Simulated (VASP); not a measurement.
Calculation: r2SCAN meta-GGA, VASP's PBE PAW potentials (set 64) (plane waves; VASP).

The input files of a VASP run:

**POSCAR**
```
SiO2
1
    4.0551277771     0.0000000000     0.0000000000
    0.0000000000     4.0551277771     0.0000000000
    0.0000000000     0.0000000000     2.6208892541
Si O
2 4
Direct
  0.0000000000   0.0000000000   1.0000000000
  0.5000000000   0.5000000000   0.5000000000
  0.3032542207   0.3032542207   0.0000000000
  0.8032542207   0.1967457793   0.5000000000
  0.1967457793   0.8032542207   0.5000000000
  0.6967457793   0.6967457793   0.0000000000
```

**INCAR**
```
# general
SYSTEM  = SiO2
PREC    = Accurate
ENCUT   = 620
LREAL   = .FALSE.
LASPH   = .TRUE.

# electronic loop
EDIFF   = 1E-6
NELM    = 100
ALGO    = Normal
LMIXTAU = .TRUE.

# smearing
ISMEAR  = 0
SIGMA   = 0.05

# functional
METAGGA = R2SCAN

# ions
IBRION  = 2
NSW     = 40
ISIF    = 3
EDIFFG  = -0.02
PSTRESS = 300

# output
LWAVE   = .FALSE.
LCHARG  = .FALSE.
```

File KPOINTS:
```
Automatic mesh
0
Gamma
6 6 8
0 0 0
```

POTCAR, in this order: Si O (PBE.64 set). Program: vasp_std.

Output of the run:

OSZICAR:
```
       N       E                     dE             d eps       ncg     rms          rms(c)
DAV:   1     0.179482694020E+03    0.17948E+03   -0.21035E+04  2000   0.184E+03
DAV:   2    -0.645340656787E+02   -0.24402E+03   -0.23401E+03  2644   0.373E+02
DAV:   3    -0.724437755515E+02   -0.79097E+01   -0.78860E+01  2400   0.707E+01
DAV:   4    -0.725009913034E+02   -0.57216E-01   -0.57151E-01  2364   0.675E+00
DAV:   5    -0.725015481533E+02   -0.55685E-03   -0.55679E-03  2308   0.656E-01    0.197E+01
DAV:   6    -0.591012475462E+02    0.13400E+02   -0.10190E+01  2304   0.220E+01    0.112E+01
DAV:   7    -0.584831211933E+02    0.61813E+00   -0.26235E+00  2212   0.161E+01    0.355E+00
DAV:   8    -0.612785598364E+02   -0.27954E+01   -0.11678E+00  2188   0.102E+01    0.198E+00
DAV:   9    -0.580972440101E+02    0.31813E+01   -0.95459E-01  2152   0.778E+00    0.701E-01
DAV:  10    -0.583328623351E+02   -0.23562E+00   -0.53348E-02  2292   0.257E+00    0.408E-01
DAV:  11    -0.584517682919E+02   -0.11891E+00   -0.28948E-02  2156   0.169E+00    0.152E-01
DAV:  12    -0.584757922520E+02   -0.24024E-01   -0.10502E-02  2212   0.126E+00    0.147E-01
DAV:  13    -0.584761902773E+02   -0.39803E-03   -0.11109E-03  2296   0.296E-01    0.509E-02
DAV:  14    -0.584771824682E+02   -0.99219E-03   -0.79686E-04  2208   0.252E-01    0.295E-02
DAV:  15    -0.584772559959E+02   -0.73528E-04   -0.73987E-05  2316   0.913E-02    0.158E-02
DAV:  16    -0.584772497853E+02    0.62106E-05   -0.13144E-05  2184   0.491E-02    0.891E-03
DAV:  17    -0.584772543294E+02   -0.45441E-05   -0.61938E-06  2148   0.325E-02    0.569E-03
DAV:  18    -0.584772566806E+02   -0.23513E-05   -0.48082E-07  1328   0.966E-03    0.155E-03
DAV:  19    -0.584772568221E+02   -0.14141E-06   -0.92520E-08  1120   0.336E-03
   1 F= -.50407352E+02 E0= -.50407352E+02  d E =-.504074E+02
       N       E                     dE             d eps       ncg     rms          rms(c)
DAV:   1    -0.584799147019E+02   -0.26580E-02   -0.15937E-02  2268   0.113E+00    0.836E-02
DAV:   2    -0.584798486285E+02    0.66073E-04   -0.18231E-04  2304   0.121E-01    0.469E-02
DAV:   3    -0.584798270811E+02    0.21547E-04   -0.68871E-05  2260   0.790E-02    0.784E-03
DAV:   4    -0.584798280426E+02   -0.96154E-06   -0.14497E-05  2120   0.475E-02    0.284E-03
DAV:   5    -0.584798260127E+02    0.20299E-05   -0.82453E-06  2104   0.361E-02    0.195E-03
DAV:   6    -0.584798237508E+02    0.22619E-05   -0.97650E-07  1300   0.121E-02    0.128E-03
DAV:   7    -0.584798236285E+02    0.12233E-06   -0.17229E-07  1104   0.454E-03
   2 F= -.50407401E+02 E0= -.50407401E+02  d E =-.489300E-04
```

**OUTCAR**
```
------------------------ aborting loop because EDIFF is reached ----------------------------------------
  FORCE on cell =-STRESS in cart. coord.  units (eV):
  Direction    XX          YY          ZZ          XY          YZ          ZX
  --------------------------------------------------------------------------------------
  Total        8.0645155      8.0645155      7.9993054      0.0000000      0.0000000      0.0000000
  in kB      299.7061271    299.7061271    297.2826875      0.0000000      0.0000000      0.0000000
  external PRESSURE =      -1.1016861 kB  Pullay stress =     300.0000000 kB
  volume of cell :       43.11
      direct lattice vectors                 reciprocal lattice vectors
     4.053696415 -0.000000000  0.000000000     0.246688429  0.000000000  0.000000000
     0.000000000  4.053696415  0.000000000     0.000000000  0.246688429  0.000000000
     0.000000000  0.000000000  2.623558772     0.000000000  0.000000000  0.381161654
 POSITION                                       TOTAL-FORCE (eV/Angst)
 -----------------------------------------------------------------------------------
      0.00000     -0.00000      2.62356        -0.000000      0.000000      0.000000
      2.02685      2.02685      1.31178        -0.000000      0.000000      0.000000
      1.22969      1.22969      2.62356        -0.009859     -0.009859     -0.000000
      3.25654      0.79716      1.31178        -0.009859      0.009859      0.000000
      0.79716      3.25654      1.31178         0.009859     -0.009859     -0.000000
      2.82401      2.82401      0.00000         0.009859      0.009859      0.000000
 -----------------------------------------------------------------------------------
    total drift:                                0.000000      0.000000     -0.000000
  FREE ENERGIE OF THE ION-ELECTRON SYSTEM (eV)
  ---------------------------------------------------
  free  energy   TOTEN  =       -58.4798236285 eV

  energy  without entropy=      -58.4798236285  energy(sigma->0) =      -58.47982363
  enthalpy is  TOTEN    =       -50.4074006202 eV   P V=        8.0724230083

 reached required accuracy - stopping structural energy minimisation
```
(Selected blocks of OUTCAR.)

CONTCAR:
```
SiO2
   1.00000000000000
     4.0536964147481260   -0.0000000000000000    0.0000000000000000
     0.0000000000000000    4.0536964147481260    0.0000000000000000
     0.0000000000000000    0.0000000000000000    2.6235587721216884
  Si              O
     2     4
Direct
     0.0000000000000000    0.0000000000000000    1.0000000000000000
     0.5000000000000000    0.5000000000000000    0.5000000000000000
     0.3033500929222247    0.3033500929222247    1.0000000000000000
     0.8033500929222247    0.1966499070777753    0.5000000000000000
     0.1966499070777753    0.8033500929222247    0.5000000000000000
     0.6966499070777753    0.6966499070777753    0.0000000000000000
```

### OUTCAR
```
 val. band max:        8.9954809743   @ k =   0.0000   0.0000   0.0000

 cond. band min:      16.7622796309   @ k =   0.0000   0.0000   0.0000


 Fermi energy:         9.2418657554

 k-point     1 :       0.0000    0.0000    0.0000
  band No.  band energies     occupation
      1     -15.4210      2.00000
      2     -11.4295      2.00000
      3     -11.4295      2.00000
      4     -10.9337      2.00000
      5      -2.7526      2.00000
      6       1.8876      2.00000
      7       2.0008      2.00000
      8       2.0008      2.00000
      9       3.0237      2.00000
     10       3.4690      2.00000
     11       5.5045      2.00000
     12       5.5045      2.00000
     13       6.4539      2.00000
     14       8.0371      2.00000
     15       8.0371      2.00000
     16       8.9955      2.00000
     17      16.7623      0.00000
     18      16.9182      0.00000
     19      18.8973      0.00000
     20      18.8973      0.00000

 k-point     2 :       0.1667    0.0000    0.0000
  band No.  band energies     occupation
      1     -15.2574      2.00000
      2     -12.0862      2.00000
      3     -11.3432      2.00000
      4     -10.6420      2.00000
      5      -2.5304      2.00000
      6       1.2303      2.00000
      7       1.9521      2.00000
      8       2.6000      2.00000
      9       3.1481      2.00000
     10       4.0456      2.00000
     11       5.2480      2.00000
     12       5.5835      2.00000
     13       6.4496      2.00000
     14       7.4260      2.00000
     15       7.9864      2.00000
     16       8.7615      2.00000
     17      17.0603      0.00000
     18      17.3210      0.00000
     19      18.9619      0.00000
     20      19.0273      0.00000

 k-point     3 :       0.3333    0.0000    0.0000
  band No.  band energies     occupation
      1     -14.7787      2.00000
      2     -13.0785      2.00000
      3     -11.1096      2.00000
      4     -10.5903      2.00000
      5      -1.9335      2.00000
...
```

The compound is SiO2 in the rutile structure, stishovite, a high-pressure form. This run relaxes it under an external pressure of 30 GPa. Symmetry was kept, so distortions that lower it aren't found.
